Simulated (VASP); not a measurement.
# Ca3SbP (P-4m2) in VASP: a series of runs

One crystal, Ca3SbP, is run at these levels: LDA; tasks: single point.

All numbers are computed with VASP 6.6.1; they aren't measurements. Logs are shortened: lines on timing, memory, paths and dates and some standing lists are left out, and cuts for length are marked.

## 1. The cell of the first run

Symmetry: P-4m2, No. 115, tetragonal system. The conventional cell has a = 5.252 Å, b = 5.252 Å, c = 5.252 Å, α = 90.00°, β = 90.00°, γ = 90.00°. Ca (site symmetry -4m2) has 2 P at 2.63 Å as nearest neighbours. Ca (site symmetry 2mm) is surrounded by 2 P at 2.64 Å. Sb (site symmetry -4m2) is surrounded by 12 Ca at 3.56 to 3.88 Å. P (site symmetry -4m2) is surrounded by 6 Ca at 2.63 to 2.64 Å.

The cell comes from a database or a generator and needn't be the stable form of this composition.

## 2. Single point, LDA (mode 1 frozen in at +0.000 Å and mode 7 at -0.225 Å (largest displacements))

Contents of INCAR:

```
SYSTEM = Ca3SbP
  PREC = Accurate
  ENCUT = 520
  EDIFF = 1E-6
  ISMEAR = 0
  SIGMA = 0.05
  LREAL = .FALSE.
  LASPH = .TRUE.
  NELM = 80
  ALGO = Fast
  ISIF = 2
  LWAVE = .FALSE.
  LCHARG = .FALSE.
  GGA = CA
  NBANDS = 28
```

Contents of KPOINTS:

```
regular mesh
0
G
  6 6 6
  0 0 0
```

Contents of POSCAR:

```
Ca3SbP
1.0
    5.2516179336      0.0000000000      0.0000000000
    0.0000000000      5.2516179336      0.0000000000
    0.0000000000      0.0000000000      5.2516179336
Ca Sb P
3 1 1
Direct
    0.0000000000      0.5000000000      0.5000000000
    0.4571560607      0.0000000000      0.5000000000
    0.5428439393      0.5000000000      0.0000000000
    0.0000000000      0.0000000000      0.0000000000
    0.5000000000      0.5000000000      0.5000000000
```

Potentials or basis: VASP PAW LDA potentials, release 64 (Ca_sv, Sb, P).

The run is started by

```bash
$ cat potpaw_LDA.64/Ca_sv/POTCAR potpaw_LDA.64/Sb/POTCAR potpaw_LDA.64/P/POTCAR > POTCAR
$ mpirun -np 1 vasp_std > vasp.out
```

OUTCAR:

```text
SYSTEM = Ca3SbP
   PREC = Accurate
   ENCUT = 520
   EDIFF = 1E-6
   ISMEAR = 0
   LREAL = .FALSE.
   LASPH = .TRUE.
   NELM = 80
   ISIF = 2
   GGA = CA

 ion  position               nearest neighbor table
   1  0.000  0.500  0.500-   5 2.63   5 2.63
   2  0.457  0.000  0.500-   5 2.64   5 2.64
   3  0.543  0.500  0.000-   5 2.64   5 2.64
   4  0.000  0.000  0.000-
   5  0.500  0.500  0.500-   1 2.63   1 2.63   3 2.64   3 2.64   2 2.64   2 2.64

  LATTYP: Found a simple cubic cell.
 ALAT       =     5.2516179336

  Lattice vectors:

 A1 = (   5.2516179336,   0.0000000000,   0.0000000000)
 A2 = (   0.0000000000,   5.2516179336,   0.0000000000)
 A3 = (   0.0000000000,   0.0000000000,   5.2516179336)

Analysis of symmetry for initial positions (statically):
=====================================================================
 Subroutine PRICEL returns:
 Original cell was already a primitive cell.

 Routine SETGRP: Setting up the symmetry group for a
 simple cubic supercell.

 Subroutine GETGRP returns: Found  8 space group operations
 (whereof  8 operations were pure point group operations)
 out of a pool of 48 trial point group operations.

The static configuration has the point symmetry D_2d.

Analysis of symmetry for dynamics (positions and initial velocities):
=====================================================================
 Subroutine PRICEL returns:
 Original cell was already a primitive cell.

 Routine SETGRP: Setting up the symmetry group for a
 simple cubic supercell.

 Subroutine GETGRP returns: Found  8 space group operations
 (whereof  8 operations were pure point group operations)
 out of a pool of 48 trial point group operations.

The dynamic configuration has the point symmetry D_2d.

 Subroutine INISYM returns: Found  8 space group operations
 (whereof  8 operations are pure point group operations),
 and found     1 'primitive' translations

----------------------------------------------------------------------------------------

                                     Primitive cell

  volume of cell :     144.8369

  direct lattice vectors                    reciprocal lattice vectors
     5.251617934  0.000000000  0.000000000     0.190417508  0.000000000  0.000000000
     0.000000000  5.251617934  0.000000000     0.000000000  0.190417508  0.000000000
     0.000000000  0.000000000  5.251617934     0.000000000  0.000000000  0.190417508

  length of vectors
     5.251617934  5.251617934  5.251617934     0.190417508  0.190417508  0.190417508

  position of ions in fractional coordinates (direct lattice)
     0.000000000  0.500000000  0.500000000
     0.457156061  0.000000000  0.500000000
     0.542843939  0.500000000  0.000000000
     0.000000000  0.000000000  0.000000000
     0.500000000  0.500000000  0.500000000

  ion indices of the primitive-cell ions
   primitive index   ion index
                 1           1
                 2           2
                 3           3
                 4           4
                 5           5

----------------------------------------------------------------------------------------

 KPOINTS: regular mesh

Automatic generation of k-mesh.
 Grid dimensions read from file:
 generate k-points for:    6    6    6

 Generating k-lattice:

  Cartesian coordinates                     Fractional coordinates (reciprocal lattice)
     0.031736251  0.000000000  0.000000000     0.166666667  0.000000000  0.000000000
     0.000000000  0.031736251  0.000000000     0.000000000  0.166666667  0.000000000
     0.000000000  0.000000000  0.031736251     0.000000000  0.000000000  0.166666667

  Length of vectors
     0.031736251  0.031736251  0.031736251

  Shift w.r.t. Gamma in fractional coordinates (k-lattice)
     0.000000000  0.000000000  0.000000000

 Subroutine IBZKPT returns following result:
 ===========================================

 Found     40 irreducible k-points:

 Following reciprocal coordinates:
            Coordinates               Weight
  0.000000  0.000000  0.000000      1.000000
  0.166667  0.000000  0.000000      2.000000
  0.000000  0.166667  0.000000      4.000000
  0.333333  0.000000  0.000000      2.000000
  0.000000  0.333333  0.000000      4.000000
  0.500000  0.000000  0.000000      1.000000
[... 16 lines left out ...]
  0.166667  0.166667  0.166667      8.000000
  0.333333  0.166667  0.166667      8.000000
 [... further k-points ...]
   k-points           NKPTS =     40   k-points in BZ     NKDIM =     40   number of bands    NBANDS=     28
   number of dos      NEDOS =    301   number of ions     NIONS =      5
   total plane-waves  NPLWV =  64000
   dimension x,y,z NGX =    40 NGY =   40 NGZ =   40
   dimension x,y,z NGXF=    80 NGYF=   80 NGZF=   80
   ions per type =               3   1   1
   NGX,Y,Z   is equivalent  to a cutoff of  12.66, 12.66, 12.66 a.u.
   NGXF,Y,Z  is equivalent  to a cutoff of  25.32, 25.32, 25.32 a.u.
 SYSTEM =  Ca3SbP
   PREC   = accura    normal or accurate (medium, high low for compatibility)
   ISTART =      0    job   : 0-new  1-cont  2-samecut
   ICHARG =      2    charge: 1-file 2-atom 10-const
   ISPIN  =      1    spin polarized calculation?
   LNONCOLLINEAR =      F non collinear calculations
   LSORBIT =      F    spin-orbit coupling
   LASPH  =      T    aspherical Exc in radial PAW
   ENCUT  =  520.0 eV  38.22 Ry    6.18 a.u.   9.76  9.76  9.76*2*pi/ulx,y,z
   NELM   =     80;   NELMIN=  2; NELMDL= -5     # of ELM steps
   EDIFF  = 0.1E-05   stopping-criterion for ELM
   LREAL  =      F    real-space projection
[... 7 lines left out ...]
   TEBEG  =    0.0;   TEEND  =   0.0 temperature during run
   PSTRESS=    0.0 pullay stress
   NELECT =      40.0000    total number of electrons
   NUPDOWN=      -1.0000    fix difference up-down
   EMIN   =  10.00;   EMAX   =-10.00  energy-range for DOS
   EFERMI =   0.00;   METHOD = LEGACY
   ISMEAR =     0;   SIGMA  =   0.05  broadening in eV -4-tet -1-fermi 0-gaus
   EFERMI_NEDOS =   21; number of points for ismear=-14 and -15
   IALGO  =     68    algorithm
   IMIX   =      4    mixing-type and parameters
     AMIX     =   0.40;   BMIX     =  1.00
     AMIX_MAG =   1.60;   BMIX_MAG =  1.00
  volume/ion in A,a.u.               =      28.97       195.48
  Fermi-wavevector in a.u.,A,eV,Ry     =   1.066109  2.014654 15.464231  1.136589
  Thomas-Fermi vector in A             =   2.201683
   LORBIT       =      0    0 simple, 1 ext, 2 COOP (PROOUT), +10 PAW based schemes
   GGA     = CA    functional components
   LHFCALC =     F    Hartree Fock is set to
   AEXX    =    0.0000 exact exchange contribution
   IVDW    =     0    specifies the selected vdW correction
   LEPSILON=     F    determine dielectric tensor
   LRPA    =     F    only Hartree local field effects (RPA)
 non-spin polarized calculation
 RMM-DIIS sequential band-by-band and
 Gauss-broadening in eV      SIGMA  =   0.05
  energy-cutoff  :      520.00
  volume of cell :      144.84
 maximum number of plane-waves:      3948
 NGX is ok and might be reduce to    40
   NGX = 19   NGY = 19   NGZ = 19

 number of electron      40.0000000 magnetization

 Free energy of the ion-electron system (eV)
  ---------------------------------------------------
  ext. energy  EPLUGINS =         0.00000000
  ---------------------------------------------------
  free energy    TOTEN  =       -22.59421665 eV

  energy without entropy =      -22.59421665  energy(sigma->0) =      -22.59421665

 E-fermi :   3.9044     XC(G=0):  -9.1152

 val. band max:        3.6862359219   @ k =   0.0000   0.0000   0.0000
 cond. band min:       4.2170279426   @ k =   0.0000   0.0000   0.0000
 fundamental gap:      0.5307920207
 Fermi energy:         3.9043694270

 k-point     1 :       0.0000    0.0000    0.0000
  band No.  band energies     occupation
      1     -36.7984      2.00000
      2     -36.7615      2.00000
      3     -36.7550      2.00000
      4     -18.2371      2.00000
      5     -18.2371      2.00000
      6     -18.2369      2.00000
[... 20 lines left out ...]
     27       7.3437      0.00000
     28       7.4095      0.00000

 k-point     2 :       0.1667    0.0000    0.0000
  band No.  band energies     occupation
      1     -36.7963      2.00000
      2     -36.7644      2.00000
      3     -36.7541      2.00000
      4     -18.2288      2.00000
      5     -18.2288      2.00000
      6     -18.2272      2.00000
[... 20 lines left out ...]
     27       7.2450      0.00000
     28       7.4258      0.00000

 k-point     3 :       0.0000    0.1667    0.0000
  band No.  band energies     occupation
      1     -36.7968      2.00000
      2     -36.7618      2.00000
      3     -36.7562      2.00000
      4     -18.2358      2.00000
      5     -18.2314      2.00000
      6     -18.2241      2.00000
[... 20 lines left out ...]
     27       7.1599      0.00000
     28       7.3635      0.00000

 k-point     4 :       0.3333    0.0000    0.0000
  band No.  band energies     occupation
      1     -36.7909      2.00000
      2     -36.7708      2.00000
      3     -36.7530      2.00000
      4     -18.2076      2.00000
      5     -18.2076      2.00000
      6     -18.1991      2.00000
[... 578 lines left out ...]
     27       7.0757      0.00000
     28       7.3837      0.00000

 k-point    23 :       0.1667    0.1667    0.1667
  band No.  band energies     occupation
      1     -36.7934      2.00000
      2     -36.7645      2.00000
      3     -36.7567      2.00000
      4     -18.2517      2.00000
      5     -18.2072      2.00000
      6     -18.2002      2.00000
[... 20 lines left out ...]
     27       7.1789      0.00000
     28       7.3594      0.00000

 k-point    24 :       0.3333    0.1667    0.1667
  band No.  band energies     occupation
      1     -36.7891      2.00000
      2     -36.7696      2.00000
      3     -36.7559      2.00000
      4     -18.2531      2.00000
      5     -18.1993      2.00000
      6     -18.1731      2.00000
[... 20 lines left out ...]
     27       7.0122      0.00000
     28       7.2602      0.00000

 [... further k-points ...]
[... 5 lines left out ...]
  --------------------------------------------------------------------------------------
  -------------------------------------------------------------------------------------
  Total        0.6464853     -0.0379748     -0.0379748     -0.0000000      0.0000000      0.0000000
  in kB        7.1513799     -0.4200746     -0.4200746     -0.0000000      0.0000000      0.0000000
  external PRESSURE =       2.1037435 kB  Pullay stress =       0.0000000 kB

 VOLUME and BASIS-vectors are now :
 -----------------------------------------------------------------------------
  energy-cutoff  :      520.00
  volume of cell :      144.84
      direct lattice vectors                 reciprocal lattice vectors
     5.251617934  0.000000000  0.000000000     0.190417508  0.000000000  0.000000000
     0.000000000  5.251617934  0.000000000     0.000000000  0.190417508  0.000000000
     0.000000000  0.000000000  5.251617934     0.000000000  0.000000000  0.190417508

 POSITION                                       TOTAL-FORCE (eV/Angst)
 -----------------------------------------------------------------------------------
      0.00000      2.62581      2.62581         0.000000      0.000000      0.000000
      2.40081      0.00000      2.62581         0.106550      0.000000      0.000000
      2.85081      2.62581      0.00000        -0.106550      0.000000     -0.000000
      0.00000      0.00000      0.00000         0.000000      0.000000      0.000000
      2.62581      2.62581      2.62581         0.000000     -0.000000      0.000000
 -----------------------------------------------------------------------------------
    total drift:                                0.000000      0.000000     -0.000000

  FREE ENERGIE OF THE ION-ELECTRON SYSTEM (eV)
  ---------------------------------------------------
  free  energy   TOTEN  =       -22.5942166456 eV

  energy  without entropy=      -22.5942166456  energy(sigma->0) =      -22.59421665
```

Wall time 2.5 min (1 thread of AMD EPYC 9R45 (Zen 5), shared host); peak memory 0.26 GiB.

What came out:

```
Free energy            : -22.5942 eV
Pressure               : 0.2 GPa
Largest force          : 0.107 eV/Å
Band gap on the k mesh : 0.53 eV, direct
```

Forces on the atoms (eV/Å):
```
Ca   0.000  0.000  0.000
Ca   0.107  0.000  0.000
Ca  -0.107  0.000  0.000
Sb   0.000  0.000  0.000
P    0.000  0.000  0.000
```

Caveat: spin-orbit coupling is left out, which moves the levels of the heavy elements. A k mesh can miss the band edges.

## 3. Single point, LDA (mode 1 frozen in at -0.240 Å and mode 7 at -0.338 Å (largest displacements))

Contents of INCAR:

```
SYSTEM = Ca3SbP
PREC = Accurate
ENCUT = 520
EDIFF = 1E-6
ISMEAR = 0
SIGMA = 0.05
LREAL = .FALSE.
LASPH = .TRUE.
NELM = 60
ALGO = Fast
ISIF = 2
LWAVE = .FALSE.
LCHARG = .FALSE.
NBANDS = 28
```

KPOINTS is that of step 2.

Contents of POSCAR:

```
Ca3SbP
1.0
    5.2516179336      0.0000000000      0.0000000000
    0.0000000000      5.2516179336      0.0000000000
    0.0000000000      0.0000000000      5.2516179336
Ca Sb P
3 1 1
Direct
   -0.0114827719      0.5000000000      0.5000000000
    0.3900338891      0.0000000000      0.5000000000
    0.5185657070      0.5000000000      0.0000000000
    0.0351054686      0.0000000000      0.0000000000
    0.4951220023      0.5000000000      0.5000000000
```

Potentials or basis: VASP PAW LDA potentials, release 64 (Ca_sv, Sb, P).

The run is started by

```bash
$ cat potpaw_LDA.64/Ca_sv/POTCAR potpaw_LDA.64/Sb/POTCAR potpaw_LDA.64/P/POTCAR > POTCAR
$ mpirun -np 1 vasp_std > vasp.out
```

It took 4.1 min on 1 thread of AMD EPYC 9R45 (Zen 5), shared host; peak memory 0.34 GiB.

It converged, with:

```yaml
Free_energy: -22.5068 eV
Pressure: 0.7 GPa
Largest_force: 0.526 eV/Å
Band_gap_on_the_k_mesh: 0.78 eV, direct
```

Forces on the atoms (eV/Å):
```
Ca   0.011  0.000  0.000
Ca   0.526  0.000  0.000
Ca  -0.143  0.000  0.000
Sb  -0.214  0.000  0.000
P   -0.181  0.000  0.000
```

Stress tensor (GPa, compression positive):
```
 2.25  0.00  0.00
 0.00 -1.10  0.00
 0.00  0.00  0.99
```

Levels at points of the mesh, in eV from the valence-band top:
| k point | band 16 | band 17 | band 18 | band 19 | band 20 | band 21 | band 22 | band 23 | band 24 | band 25 |
| --- | --- | --- | --- | --- | --- | --- | --- | --- | --- | --- |
| (0.00, 0.00, 0.00) | -1.57 | -1.52 | -0.08 | -0.05 | 0.00 | 0.78 | 1.11 | 1.23 | 1.31 | 1.41 |
| (0.50, 0.00, 0.00) | -2.11 | -1.49 | -1.39 | -0.91 | -0.84 | 1.63 | 1.64 | 1.93 | 2.82 | 2.95 |
| (0.00, 0.50, 0.00) | -2.30 | -1.31 | -1.13 | -0.97 | -0.88 | 1.40 | 1.85 | 2.13 | 2.33 | 2.77 |
| (0.00, 0.00, 0.50) | -2.28 | -1.51 | -1.46 | -0.91 | -0.60 | 1.62 | 1.67 | 1.95 | 2.65 | 2.85 |
| (0.50, 0.50, 0.00) | -3.09 | -1.54 | -1.10 | -0.96 | -0.94 | 1.90 | 1.99 | 2.12 | 2.58 | 2.60 |
| (0.00, 0.50, 0.50) | -3.15 | -1.40 | -1.08 | -0.97 | -0.57 | 1.73 | 1.78 | 1.84 | 2.16 | 2.97 |
| (0.50, 0.00, 0.50) | -3.17 | -1.70 | -1.30 | -1.03 | -0.91 | 2.08 | 2.25 | 2.31 | 2.49 | 2.77 |
| (0.50, 0.50, 0.50) | -2.90 | -2.87 | -1.54 | -1.52 | -1.37 | 1.97 | 2.23 | 2.35 | 2.94 | 3.17 |

Caveat: spin-orbit coupling is left out, which moves the levels of the heavy elements.
